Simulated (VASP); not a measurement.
Crystal: Si3Ge.

```
CELL_PARAMETERS angstrom
3.88200 0.00000 0.00000
0.00000 3.88200 0.00000
0.00000 0.00000 5.49000
ATOMIC_POSITIONS crystal
Si 0.50000 0.50000 0.50000
Si 0.50000 0.00000 0.75000
Si 0.00000 0.50000 0.25000
Ge 0.00000 0.00000 0.00000
```

The cell was built by a generator and needn't be a form met in nature.

| Property | Result |
| --- | --- |
| Program | VASP 6.6.1 |
| Task | relaxation of cell and atoms |
| Functional | PBE |
| Potentials or basis | VASP PAW PBE potentials, release 64 (Si, Ge_d) |
| Cutoff | 520 eV |
| k mesh | 5 × 5 × 4 |
| Occupations | gaussian, width 0.15 eV |
| Spin | no spin polarisation |

At the start: pressure 2.3 GPa; volume 20.68 Å³/atom.

Task: Where does the relaxation end?

Result: Over 6 steps the energy falls by 7.2 meV/atom and the volume is 21.21 Å³/atom (+2.5 %); space group P-4m2 (No. 115, to 0.05 Å).

The path:
| step | energy change (eV) | largest force (eV/Å) | pressure (GPa) | volume (Å³) |
| --- | --- | --- | --- | --- |
| 1 | 0.0000 | 0.5365 | 2.32 | 82.73 |
| 2 | -0.0193 | 0.1057 | -1.49 | 86.38 |
| 3 | -0.0244 | 0.2454 | -0.02 | 85.11 |
| 4 | -0.0241 | 0.2019 | -1.12 | 85.49 |
| 5 | -0.0244 | 0.2245 | -0.46 | 85.28 |
| 6 | -0.0289 | 0.0381 | 0.33 | 84.83 |

Final structure:
```yaml
crystal:
  lattice:
    - [3.92111, 0.00000, 0.00000]
    - [0.00000, 3.92111, 0.00000]
    - [0.00000, 0.00000, 5.51706]
  atoms:
    - { symbol: Si, position: [0.50000, 0.50000, 0.50000] }
    - { symbol: Si, position: [0.50000, 0.00000, 0.74451] }
    - { symbol: Si, position: [0.00000, 0.50000, 0.25549] }
    - { symbol: Ge, position: [0.00000, 0.00000, 0.00000] }
```
